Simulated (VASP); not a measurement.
The input files of a VASP run:

### INCAR
```
AGGAC  =  0.0
ALGO  =  Normal
EDIFF  =  1E-7
ENCUT  =  520
GGA  =  ML
ISIF  =  2
ISMEAR  =  -5
LASPH  =  .TRUE.
LCHARG  =  .TRUE.
LEFG  =  .TRUE.
LMAXMIX  =  4
LORBIT  =  11
LREAL  =  .FALSE.
LUSE_VDW  =  .TRUE.
LWAVE  =  .FALSE.
NEDOS  =  601
NELM  =  100
PREC  =  Accurate
SYSTEM  =  ZrS2
ZAB_VDW  =  -1.8867
```

### POSCAR
```
ZrS2
1
    1.8899575511    -3.2735025270     0.0000000000
    1.8899575511     3.2735025270     0.0000000000
    0.0000000000     0.0000000000     6.0286112911
Zr S
1 2
Direct
  0.0000000000   0.0000000000   0.0000000000
  0.3333330000   0.6666670000   0.2406077012
  0.6666670000   0.3333330000   0.7593922988
```

KPOINTS:
```
Automatic
0
G
  8 8 4
0 0 0
```

POTCAR, in this order: Zr_sv S (PBE.64 set). Program: vasp_std.

### Question
Write an equivalent input for Quantum ESPRESSO's pw.x.

### Answer
One equivalent input (not run):
```
&CONTROL
  calculation = 'scf'
  pseudo_dir = './pseudo'
  outdir = './out'
  tprnfor = .true.
  tstress = .true.
/
&SYSTEM
  ibrav = 0
  nat = 3
  ntyp = 2
  ecutwfc = 66
  occupations = 'tetrahedra'
  input_dft = 'vdw-df2'
/
&ELECTRONS
  conv_thr = 7.3e-09
  electron_maxstep = 100
/
ATOMIC_SPECIES
  Zr 91.224 Zr.upf
  S 32.060 S.upf
CELL_PARAMETERS angstrom
     1.8899576   -3.2735025    0.0000000
     1.8899576    3.2735025    0.0000000
     0.0000000    0.0000000    6.0286113
ATOMIC_POSITIONS crystal
  Zr   0.0000000  0.0000000  0.0000000
  S    0.3333330  0.6666670  0.2406077
  S    0.6666670  0.3333330  0.7593923
K_POINTS automatic
  8 8 4 0 0 0
```
Limits of the translation: the potentials are each code's own (VASP's PAW set, PseudoDojo norm-conserving files in pw.x), so ENCUT and ecutwfc are chosen apart and not converted; conv_thr bounds pw.x's estimated SCF error, while EDIFF bounds the energy change between steps; the field gradients of LEFG aren't asked of the other code.

The compound is ZrS2 in the 1T layered structure. It was relaxed first, which changed the volume by +10 %.
